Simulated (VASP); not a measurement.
Input:

```xyz
3
Lattice="2.0465 -3.5446 0.0000 2.0465 3.5446 0.0000 0.0000 0.0000 6.9361" Properties=species:S:1:pos:R:3 pbc="T T T"
Mg     0.0000     0.0000     0.0000
I      2.0465     1.1815     1.6287
I      2.0465    -1.1815     5.3074
```

Computed with SCAN meta-GGA, VASP's PBE PAW potentials (set 64) (plane waves; VASP). Settings: 520 eV cut-off, 6×6×3 Γ-centred mesh, Gaussian smearing of 0.050 eV, potentials Mg I.

Task: The ions and cell shape at fixed volume are relaxed. Which structure does the run end with?

Result: 
```xyz
3
Lattice="2.0657 -3.5779 0.0000 2.0657 3.5779 0.0000 0.0000 0.0000 6.8073" Properties=species:S:1:pos:R:3 pbc="T T T"
Mg     0.0000     0.0000     0.0000
I      2.0657     1.1927     1.6620
I      2.0657    -1.1927     5.1453
```
Space group P-3m1 (164), at a tolerance of 0.03 Å.

Task: How much energy does the relaxation gain?

Result: The energy (σ→0) changes by -7.2 meV/atom, in 7 ionic steps.

```csv
step,E(σ→0) (eV),max force (eV/Å),pressure (GPa),volume (Å³)
1,-81.8583,0.324,2.06,100.63
2,-81.8671,0.228,1.78,100.63
3,-81.8763,0.035,1.21,100.63
4,-81.8767,0.014,1.07,100.63
5,-81.8792,0.006,0.99,100.63
6,-81.8797,0.001,0.89,100.63
7,-81.8799,0.001,0.93,100.63
```

The compound is MgI2 in the 1T layered structure. This cell is one point of a volume scan, at 0.94 of the reference volume. Symmetry was kept, so distortions that lower it aren't found.
